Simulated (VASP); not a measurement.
## KNa3Br4 (ordered alloy cell): computed properties

Method: PBEsol GGA, VASP's PBE PAW potentials (set 64) (plane waves; VASP 6.6.1).

```json
{
 "space_group": "R-3m (166)",
 "cell": "a = b = 4.2805 Å, c = 42.3304 Å, α = β = 90.00°, γ = 120.00°",
 "volume_per_atom": "27.99 Å³/atom",
 "band gap (over mesh and band path)": "4.08 eV",
 "smallest direct gap (over mesh and band path)": "4.08 eV",
 "band_edge_character": "direct, Γ to Γ",
 "density": "3.17 g/cm³"
}
```

```
KNa3Br4
1.0
    0.00000     3.02675     3.02675
    3.02675     0.00000     3.02675
   12.18217    12.18217    -0.07516
Na Br K
3 4 1
Direct
  0.98372   0.98372   0.01221
  0.00000   0.00000   0.25000
  0.01628   0.01628   0.48779
  0.49214   0.49214   0.13089
  0.50786   0.50786   0.36911
  0.52616   0.52616   0.60538
  0.47384   0.47384   0.89462
  0.00000   0.00000   0.75000
```

The structure was generated: KNa3Br4 was put into an ordered model structure (R-3m), which need not be its known phase. It was relaxed first. Symmetry was kept, so distortions that lower it aren't found.
